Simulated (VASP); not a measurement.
Data:

```xyz
2
Lattice="4.5468 0.0000 0.0000 0.0000 4.5468 0.0000 0.0000 0.0000 4.5468" Properties=species:S:1:pos:R:3 pbc="T T T"
Cs     0.0000     0.0000     0.0000
I      2.2734     2.2734     2.2734
```

The numbers are results of r2SCAN+rVV10, VASP's PBE PAW potentials (set 64) (plane waves; VASP), not measurements. Settings: 520 eV cut-off, 6×6×6 Γ-centred mesh, Gaussian smearing of 0.050 eV, potentials Cs_sv I.

Unless said otherwise, spin-orbit coupling is left out, though it shifts the bands of the heavy elements here.

Problem. Predict the energy per atom (σ→0), band gap (on the k-mesh) with the smallest direct gap where there is one.

Solution. 
The band gap (on the k-mesh) comes out as 4.52 eV and the smallest direct gap (on the k-mesh) comes out as 4.61 eV. The energy per atom (σ→0) is -26.254 eV/atom.

The compound is CsI in the CsCl type structure. It was relaxed first.
